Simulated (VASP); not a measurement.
A run of VASP 6.6.1:

The input INCAR:

```
SYSTEM = GaSb
  PREC = Accurate
  ENCUT = 600
  EDIFF = 1E-6
  ISMEAR = 0
  SIGMA = 0.03
  LREAL = .FALSE.
  LASPH = .TRUE.
  NELM = 80
  ALGO = Normal
  ISIF = 3
  LWAVE = .FALSE.
  LCHARG = .FALSE.
  METAGGA = R2SCAN
  LMIXTAU = .TRUE.
  IBRION = 2
  NSW = 90
  EDIFFG = -0.01
```

KPOINTS

```
regular mesh
0
G
  10 10 10
  0 0 0
```

POSCAR

```
GaSb
1.0
    0.0000000000      3.0590000000      3.0590000000
    3.0590000000      0.0000000000      3.0590000000
    3.0590000000      3.0590000000      0.0000000000
Ga Sb
1 1
Direct
    0.0000000000      0.0000000000      0.0000000000
    0.2500000000      0.2500000000      0.2500000000
```

Potentials or basis: VASP PAW PBE potentials, release 64 (Ga_d, Sb).

Command:

```sh
$ cat potpaw_PBE.64/Ga_d/POTCAR potpaw_PBE.64/Sb/POTCAR > POTCAR
$ mpirun -np 1 vasp_std > vasp.out
```

Hardware: 1 thread of Intel(R) Xeon(R) Platinum 8488C (Sapphire Rapids), on a shared host.

How long does it take, and how much memory?

Wall time 4 min on 1 thread of Intel(R) Xeon(R) Platinum 8488C (Sapphire Rapids), on a shared host, peak memory 0.25 GiB. Counts: scf iterations 35, k points 47, ion steps 3.
